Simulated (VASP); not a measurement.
Write the native input for VASP 6.6.1 that does the following.

```
Task                   : single point
Functional             : PBE
Potentials or basis    : VASP PAW PBE potentials, release 64 (Be, Au)
Cutoff                 : 520 eV
k mesh                 : 6 × 6 × 6
Occupations            : gaussian, width 0.1 eV
Spin                   : no spin polarisation
Dipole correction      : no
Further INCAR settings : ALGO = Normal; EDIFF = 1e-07; NBANDS = 14
```

The structure of Be2Au lies in POSCAR:

```
Be2Au
1.0
    0.0000000000      2.5037959100      2.5037959100
    2.5037959100      0.0000000000      2.5037959100
    2.5037959100      2.5037959100      0.0000000000
Be Au
2 1
Direct
    0.2500000000      0.2500000000      0.2500000000
    0.7500000000      0.7500000000      0.7500000000
    0.0000000000      0.0000000000      0.0000000000
```

The cell was built by a generator and needn't be a form met in nature.

The cell isn't the ideal one: species swapped into the EuF2 type (Fm-3m, No. 225).

These files were run (other wordings do the same):

INCAR

```
PREC = Accurate ; ENCUT = 520
EDIFF = 1E-7 ; ISMEAR = 0
SIGMA = 0.1 ; LREAL = False
LASPH = True ; NELM = 100
ALGO = Normal ; ISIF = 2
LWAVE = False ; LCHARG = True
GGA = PE ; LELF = True
LVHAR = True ; NBANDS = 14
```

KPOINTS

```
regular mesh
0
Gamma
  6 6 6
```

Potentials or basis: VASP PAW PBE potentials, release 64 (Be, Au).

Command:

```sh
$ cat potpaw_PBE.64/Be/POTCAR potpaw_PBE.64/Au/POTCAR > POTCAR
$ mpirun -np 1 vasp_std > vasp.out
```

Results of the run:

```
Pressure               : 51.3 GPa
Band gap on the k mesh : none (metal or under the smearing width)
```

Caveat: the k mesh is coarse (spacing up to 0.36 Å⁻¹), so the values aren't converged; a pressure of tens of GPa on the cell as given is suspect, and the run, the potentials or the cell itself is likely at fault.

It took 4.8 s on 1 thread of Intel(R) Xeon(R) 6975P-C (Granite Rapids), with other jobs on the host, peak memory 0.15 GiB.
